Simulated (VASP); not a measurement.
The system is Fe.

```
CELL_PARAMETERS angstrom
-1.39500 1.39500 1.39500
1.39500 -1.39500 1.39500
1.39500 1.39500 -1.39500
ATOMIC_POSITIONS crystal
Fe 0.00000 0.00000 0.00000
```

The cell was built by a generator and needn't be a form met in nature.

```yaml
Program: VASP 6.6.1
Task: relaxation of cell and atoms
Functional: r2SCAN
Potentials_or_basis: VASP PAW PBE potentials, release 64 (Fe)
Cutoff: 600 eV
k_mesh: 20 × 20 × 20
Occupations: methfessel-paxton, width 0.1 eV
Spin: collinear spin, ferromagnetic start
Starting_moments: "[2.5] μB"
```

At the start: pressure 16.2 GPa; volume 10.86 Å³/atom.

Problem. How do energy, volume and symmetry change on relaxing?

Solution. Over 15 steps the energy falls by 44.9 meV/atom and the volume is 11.75 Å³/atom (+8.2 %); space group Im-3m (No. 229, to 0.05 Å); moment 2.65 μB per cell.

The path:
```tsv
step	energy change (eV)	largest force (eV/Å)	pressure (GPa)	volume (Å³)
1	0.0000	0.0000	16.20	10.86
2	-0.0066	0.0000	-11.80	12.68
3	-0.0449	0.0000	-0.19	11.76
4	-0.0449	0.0000	0.12	11.74
5	-0.0449	0.0000	0.12	11.75
6	-0.0449	0.0000	0.09	11.75
7	-0.0449	0.0000	0.12	11.75
8	-0.0449	0.0000	0.13	11.75
9	-0.0449	0.0000	0.13	11.75
10	-0.0449	0.0000	0.13	11.75
11	-0.0449	0.0000	0.12	11.75
12	-0.0449	0.0000	0.12	11.75
13	-0.0449	0.0000	0.10	11.75
14	-0.0449	0.0000	0.07	11.75
15	-0.0449	0.0000	0.01	11.75
```

Final structure:
```yaml
crystal:
  lattice:
    - [-1.43205, 1.43205, 1.43205]
    - [1.43205, -1.43205, 1.43205]
    - [1.43205, 1.43205, -1.43205]
  atoms:
    - { symbol: Fe, position: [0.00000, 0.00000, 0.00000] }
```

Caveat: the PAW data sets were made with another functional, which shifts forces and pressure a little.
